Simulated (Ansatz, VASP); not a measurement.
# Cross-check of Si2Ni between VASP and Ansatz, part 2 of 2

Aim: how closely do two programs agree when they are given the same cell, functional and k mesh?

VASP 6.6.1 and Ansatz 0.2.0.

So far: Set-up; VASP: relaxation of cell and atoms, PBE with D3(BJ).

## (3) Ansatz: relaxation of cell and atoms, PBE with D3(BJ)

Level of this step: Ansatz beside VASP: Kohn-Sham DFT, plane waves, PBE with D3(BJ) (Ansatz).

Ansatz runs on its default PAW (the set named soft_2) files.

The same cell, functional, mesh and smearing now go to Ansatz, which takes its cutoff from its data sets.

Contents of input.yaml:

```yaml
crystal:
  lattice:
    - [0.0, 2.703, 2.703]
    - [2.703, 0.0, 2.703]
    - [2.703, 2.703, 0.0]
  atoms:
    - { symbol: Si, position: [0.25, 0.25, 0.25] }
    - { symbol: Si, position: [0.75, 0.75, 0.75] }
    - { symbol: Ni, position: [0.0, 0.0, 0.0], spin: 1.0 }
hamiltonian:
  xc: pbe
  pseudopotentials: { kind: paw }
  dispersion: d3bj
magnetization:
  spin_polarized: true
kpoints:
  mp_grid: { grid: [7, 7, 7] }
scf:
  occupations: { method: fermi_dirac, width: 0.05 }
relax:
  f_tol: 0.01
  max_steps: 60
  cell: { stress_tol: 0.05 }
output:
  forces: true
  stress: true
```

On the command line:

```sh
$ ansatz run input.yaml --threads 4 --pin off --max-ram 9216MiB --backend cpu --events-out ev --progress --plain --runs-dir out
```

Numbers of over 12 decimals in the logs are rounded to 6 here.

Log:

```text
Engine: ansatz 0.2.0, aarch64-unknown-linux-gnu
Pseudopotentials: kind: paw
Pseudopotential: Si, paw, valence charge 4, recommended cutoff 420 eV (normal), Si.paw.azcp
Pseudopotential: Ni, paw, valence charge 18, recommended cutoff 420 eV (normal), Ni.paw.azcp
Functional definition: PBE
  parameter kappa = 0.804
  parameter beta = 0.066725
  exchange = pbe_x(kappa = kappa, mu = beta*pi^2/3)
  correlation = pbe_c(beta = beta)
Crystal: 3 atoms, lattice volume = 39.497 Å³
Basis set: ecut = 420 eV, 749 PW (Γ), exchange–correlation on 54×54×54 points (8 copies of the dense FFT grid, shifted against one another)
Bands: 18, of which v1, the nominal top of the filled ones, is band 13 counted from 1 (12 counted from 0)
Symmetry: 48 space group operations
Space group: Fm-3m (ITA 225), of the structure as read, at distance tolerance 3.4e-5 Å
Magnetic group: BNS 225.116 (UNI 1618), of the structure as read, at distance tolerance 3.4e-5 Å
k-points: 20 of 343
Non-local potential: Si, projectors of the file, l = 0: 2, l = 1: 2, l = 2: 2
Non-local potential: Ni, projectors of the file, l = 0: 3, l = 1: 2, l = 2: 3, l = 3: 1
PAW form: soft (Blöchl's): semilocal exchange-correlation on the pseudo side does not see the compensation charge
PAW one-centre angular grid: Si, 110 points (default); XC on 64 Gauss nodes
PAW one-centre angular grid: Ni, 590 points (default); XC on 64 Gauss nodes
Initial density: superposition of atomic densities (chi_scale 0.1, normalization cell)
Starting moments: Σ|m| = 1 μB on 1 of 3 sites
Initial wavefunctions: pseudopotential atomic-orbital guess
Functional: x = pbe(κ = 0.804, μ = 0.219515), c = pbe(β = 0.066725)
SCF iter   1: F=—  HF=-7112.287791 eV  |F-HF|=—  |Δ(HF+E_count)|=         —  Δρ=6.85e-2 (↑6.85e-2 ↓3.10e-2)  dr2=1.36e0  dr2_m=5.22e-1  M=0.173 μB ∫|m|=0.656 μB  β_m=0.30  ethr=3.10e-3  ⟨swp⟩=5.7  Hψ=3498  notcnv=0
Mixer restart at iter 1: flushing history
preconditioner: auto → none  [insulator: Δε(μ)=0.144 eV  Ē_g=8.789 eV  σ=0.050 eV  W_gap=0.61  n_scr=14 (ndim 8)  ℏωp=25.1 eV  f_vac=0.000  D(μ)=0.46/eV (n_scr^D=0)  ε∞_Penn≈9.1]
SCF iter   2: F=—  HF=-7111.991290 eV  |F-HF|=—  |Δ(HF+E_count)|=   2.97e-1  Δρ=6.08e-2 (↑1.63e-2 ↓6.08e-2)  dr2=1.43e0  dr2_m=4.00e-1  M=0.179 μB ∫|m|=0.493 μB  β_m=0.35  ethr=3.10e-3  ⟨swp⟩=2.1  Hψ=1510  notcnv=0  defer=6
preconditioner: auto → Kerker (q_TF=auto, 2.545 Å⁻¹)  [metal: Δε(μ)=0.064 eV  Ē_g=8.880 eV  σ=0.050 eV  W_gap=0.31  n_scr=14 (ndim 8)  ℏωp=25.1 eV  f_vac=0.000  D(μ)=0.58/eV (n_scr^D=0)]
spin=Collinear: Kerker preconditioning applied to the charge; magnetization (m = ρ↑ − ρ↓) channel mixes plain (no charge-response kernel on spin).
SCF iter   3: F=—  HF=-7112.950729 eV  |F-HF|=—  |Δ(HF+E_count)|=   9.59e-1  Δρ=3.48e-2 (↑2.57e-2 ↓3.48e-2)  dr2=4.54e-1  dr2_m=2.73e-1  M=0.154 μB ∫|m|=0.415 μB  β_m=0.23  ethr=3.10e-3  ⟨swp⟩=2.4  Hψ=1201  notcnv=0  defer=6
SCF iter   4: F=—  HF=-7113.552970 eV  |F-HF|=—  |Δ(HF+E_count)|=   6.02e-1  Δρ=2.32e-2 (↑1.87e-2 ↓2.32e-2)  dr2=2.06e-1  dr2_m=1.34e-1  M=0.109 μB ∫|m|=0.274 μB  β_m=0.47  ethr=1.75e-3  ⟨swp⟩=2.1  Hψ=1240  notcnv=0  defer=8
SCF iter   5: F=—  HF=-7113.701260 eV  |F-HF|=—  |Δ(HF+E_count)|=         —  Δρ=1.43e-2 (↑1.43e-2 ↓7.14e-3)  dr2=9.91e-2  dr2_m=5.00e-3  M=0.015 μB ∫|m|=0.040 μB  β_m=0.55  ethr=7.91e-4  ⟨swp⟩=3.2  Hψ=1457  notcnv=0  defer=9
Mixer restart at iter 5: flushing history
SCF iter   6: F=—  HF=-7113.756609 eV  |F-HF|=—  |Δ(HF+E_count)|=   5.53e-2  Δρ=7.55e-3 (↑2.91e-3 ↓7.55e-3)  dr2=2.41e-2  dr2_m=2.07e-3  M=0.010 μB ∫|m|=0.026 μB  β_m=0.48  ethr=3.81e-4  ⟨swp⟩=2.5  Hψ=1630  notcnv=0  defer=10
SCF iter   7: F=—  HF=-7113.741877 eV  |F-HF|=—  |Δ(HF+E_count)|=   1.47e-2  Δρ=7.12e-3 (↑7.12e-3 ↓3.48e-3)  dr2=2.95e-2  dr2_m=1.28e-3  M=0.009 μB ∫|m|=0.021 μB  β_m=0.57  ethr=9.25e-5  ⟨swp⟩=2.2  Hψ=1413  notcnv=0  defer=10
SCF iter   8: F=—  HF=-7113.748369 eV  |F-HF|=—  |Δ(HF+E_count)|=   6.49e-3  Δρ=2.33e-3 (↑2.33e-3 ↓7.36e-4)  dr2=2.64e-3  dr2_m=2.62e-4  M=0.004 μB ∫|m|=0.010 μB  β_m=0.58  ethr=9.25e-5  ⟨swp⟩=2.0  Hψ=1097  notcnv=0  defer=10
SCF iter   9: F=—  HF=-7113.748754 eV  |F-HF|=—  |Δ(HF+E_count)|=   3.86e-4  Δρ=4.48e-4 (↑4.48e-4 ↓4.39e-4)  dr2=6.15e-5  dr2_m=6.20e-5  M=0.002 μB ∫|m|=0.004 μB  β_m=0.79  ethr=1.02e-5  ⟨swp⟩=2.1  Hψ=1196  notcnv=0  defer=10
SCF iter  10: F=—  HF=-7113.748815 eV  |F-HF|=—  |Δ(HF+E_count)|=   6.07e-5  Δρ=1.78e-4 (↑5.67e-5 ↓1.78e-4)  dr2=1.60e-5  dr2_m=2.55e-6  M=0.000 μB ∫|m|=0.001 μB  β_m=0.90  ethr=2.37e-7  ⟨swp⟩=2.0  Hψ=1080  notcnv=0  defer=10
SCF iter  11: F=—  HF=-7113.748820 eV  |F-HF|=—  |Δ(HF+E_count)|=   4.84e-6  Δρ=3.30e-5 (↑2.26e-5 ↓3.30e-5)  dr2=1.62e-6  dr2_m=2.99e-8  M=0.000 μB ∫|m|=0.000 μB  β_m=0.95  ethr=6.15e-8  ⟨swp⟩=2.1  Hψ=946  notcnv=0  defer=10
SCF iter  12: F=—  HF=-7113.748821 eV  |F-HF|=—  |Δ(HF+E_count)|=   9.78e-7  Δρ=3.64e-6 (↑2.07e-6 ↓3.64e-6)  dr2=1.01e-8  dr2_m=3.38e-10  M=-0.000 μB ∫|m|=0.000 μB  β_m=0.97  ethr=6.21e-9  ⟨swp⟩=2.0  Hψ=1050  notcnv=0  defer=10
SCF iter  13: F=—  HF=-7113.748821 eV  |F-HF|=—  |Δ(HF+E_count)|=   7.00e-9  Δρ=8.80e-7 (↑7.75e-7 ↓8.80e-7)  dr2=6.77e-10  dr2_m=2.38e-12  M=0.000 μB ∫|m|=0.000 μB  β_m=0.99  ethr=3.90e-11  ⟨swp⟩=2.0  Hψ=1073  notcnv=0  defer=10
SCF iter  14: F=-7113.748821 eV  HF=-7113.748821 eV  |F-HF|=9.09e-13  |Δ(HF+E_count)|=  1.38e-10  Δρ=7.08e-8 (↑5.40e-8 ↓7.08e-8)  dr2=3.41e-12  dr2_m=6.08e-14  M=0.000 μB ∫|m|=0.000 μB  ethr=2.60e-12  ⟨swp⟩=1.4  Hψ=1996  notcnv=0
WARN: the starting moments were not kept: the SCF closed with an absolute magnetisation of 2.0e-7 μB, where they sum to 1 μB in size (1 site). That is at most 0.1 of that sum. Measured as dr2_m measures the in/out step, that magnetisation stands 7.5e-15 eV from none, at or under the dr2_threshold of 1.0e-7 eV: it is no larger than a step whose dr2_m would equal this threshold. The system may hold no moment; this SCF  [...]
SCF 1 converged in 14 iterations: F = -7113.748821 eV  dr2 = 3.41e-12
  greatest PAW one-centre occupation: 1.000 electrons in one spin orbital (limit 2), on the Ni atom at site 2 (counted from 0), in its partial waves of l = 1
relax step   1: F+E_penalty+E_count = -7113.74882098 eV  Δ(F+E_penalty+E_count) = +0.000e0 eV  max|allowed force component| = 2.776e-17 eV/Å  Δτ_max = 0.0000 Å  P = -2.441 GPa  Ω = 39.497 Å³  (14 SCF iters, dr2 threshold 1.00e-7 eV, accepted)
[...]
relax step   2: F+E_penalty+E_count = -7113.75264470 eV  Δ(F+E_penalty+E_count) = -3.824e-3 eV  max|allowed force component| = 7.401e-17 eV/Å  Δτ_max = 0.0000 Å  P = -1.078 GPa  Ω = 39.159 Å³  energy of the carried Pulay correction = +9.957e-5 eV  (8 SCF iters, dr2 threshold 3.00e-7 eV, accepted)
[...]
relax step   3: F+E_penalty+E_count = -7113.75358940 eV  Δ(F+E_penalty+E_count) = -9.447e-4 eV  max|allowed force component| = 1.210e-16 eV/Å  Δτ_max = 0.0000 Å  P = +0.030 GPa  Ω = 38.896 Å³  energy of the carried Pulay correction = +1.777e-4 eV  (8 SCF iters, dr2 threshold 3.00e-7 eV, accepted)
[...]
relax step   4: F+E_penalty+E_count = -7113.75341389 eV  Δ(F+E_penalty+E_count) = +1.755e-4 eV  max|allowed force component| = 1.110e-16 eV/Å  Δτ_max = 0.0000 Å  P = +0.027 GPa  Ω = 38.896 Å³  stress off target by 2.68e-2 GPa  SCF on the basis re-selected at this cell (its energy is not comparable with the rows above)  (8 SCF iters)
basis re-selected at this cell: Δ(F+E_penalty+E_count) = +1.755e-4 eV, ΔP = -0.003 GPa vs the last step (what re-selecting the basis moved, of the pressure what is left beyond the Pulay correction that the steps carried, after the strain that the cell walked since its last selection, with what the two solves' SCF thresholds leave and, on support functions, any second-order correction that the steps lacked; it is no m [...]
SCF converged after 8 iterations
Magnetization: -0.0000 μB (13.0000 up, 13.0000 down)
Absolute magnetization: 0.0000 μB (∫|ρ↑−ρ↓|, with the PAW one-centre terms)
Spin contamination: 0.0000 ħ² per cell (⟨S²⟩ above its minimum at these occupations)
Per-site moments (μB) at R_I (Å): [(-3.546638356334404e-10, 0.960685), (-3.546639594969434e-10, 0.960685), (-2.7930527249825064e-10, 0.960685)]
Free energy (F): -7113.753414 eV
Harris-Foulkes:  -7113.753414 eV  (|F-HF|=1.82e-12)
Internal energy: -7113.746506 eV  (E = F + TS)
E sigma→0 (E₀):  -7113.749960 eV
Entropy (-TS):   -0.006908 eV (-2.303 meV/atom)
Fermi energy:    13.537140 eV
--- Per-component energies (eV) ---
  E_band       = -339.189799
  E_kinetic    = 371.716518
  E_local      = -4885.288716  (includes V_loc(G=0)·N_el)
  E_nonlocal   = 679.184304
  E_hartree    = 2113.719824
  E_xc         = -199.886851
  E_vxc        = -209.313264  (∫ρ·V_xc dr)
  E_paw        = -2651.033301  (= ΣΔE_a)
  E_vpaw       = -522.928718  (= ΣTr[D̂ρ^β])
  E_aug_tail   = 0.000604  (compensation charges beyond the density's cutoff)
  E_ewald      = -2540.802203
  E_disp       = -1.356686  (pairwise vdW)
  E_smearing   = -0.006908  (= −TS)
  E_closure    = -0.000000  (closes the sum)
  Σ components = -7113.753414   (vs F -7113.753414, Δ=0.00e0)
--- Forces (eV/Å), atoms counted from 1 ---
  atom   1  Si     0.00000000     0.00000000     0.00000000
  atom   2  Si    -0.00000000    -0.00000000    -0.00000000
  atom   3  Ni    -0.00000000     0.00000000     0.00000000
  max |Σ_I F_I| component: 1.39e-16 eV/Å
--- Stress (GPa, compression-positive) ---
        0.026809      -0.000000      -0.000000
       -0.000000       0.026809      -0.000000
       -0.000000      -0.000000       0.026809
  P = ⅓ Tr σ = 0.0268 GPa (0.268 kbar)
--- Relaxed structure (3 steps of the walk, 3 accepted, 1 SCFs on fresh bases) ---
  F+E_penalty+E_count = -7113.75341389 eV   max|allowed force component| = 1.110e-16 eV/Å   (the final SCF, on the basis selected at the relaxed cell)
  cell:  # Å, volume = 38.8964 Å³
    - [0, 2.689220, 2.689220]
    - [2.689220, 0, 2.689220]
    - [2.689220, 2.689220, 0]
  atoms:
    - { symbol: Si, position: [0.25, 0.25, 0.25] }
    - { symbol: Si, position: [0.75, 0.75, 0.75] }
    - { symbol: Ni, position: [0, 0, 0] }
```

Run time: 3.3 s. Hardware: 4 threads of Arm Neoverse V1, shared host; peak memory 0.33 GiB; 11 s of CPU time.

## (4) Differences

Known differences besides the potentials themselves: both relaxations stop at a tolerance, which leaves soft axes loose, and VASP keeps its plane-wave basis; the data sets hold 26 valence electrons in Ansatz (default PAW (the set named soft_2) files) and 18 in VASP; the cutoff is 420 eV in Ansatz and 520 eV in VASP; Ansatz adds a Pulay correction to the stress that steers its cell, VASP none. Total energies have different zeros and are not compared.

Compared:

```csv
quantity,Ansatz,VASP,difference
volume (Å³),38.90,38.87,+0.06 %
"edge a after relaxation, in the typed setting (Å)",3.803,3.802,+0.02 %
```

The walks stopped with 0.03 GPa left in Ansatz and 0.01 GPa in VASP; each walk ends within a tolerance, so the volume difference is uncertain by about these residues over the bulk modulus, most in soft cells.

## (5) What came out

```
difference in volume (relaxation of cell and atoms, PBE with D3(BJ)) : 0.058 %
```

In words: The difference in volume is 0.058 % (relaxation of cell and atoms, PBE with D3(BJ)), within the 1.2 % picked in this series as the mark of a large difference, as far as the stopping tolerances let one tell. Such differences can come from data sets, numerical settings and the points named under the comparisons, not from the functional's error against experiment.

[Lines on the potential files, build, host, timing and source positions are cut from VASP's logs without a mark.]

[Logs are printed without paths, hosts, clocks, repeated set-up lines and the standing remarks that a program may print on its own settings, such as how far it seeks lower states.]

[Hosts, paths, dates, database ids (printed as entryN), source tags and the programs' standing remarks are cut or masked in the printed files.]
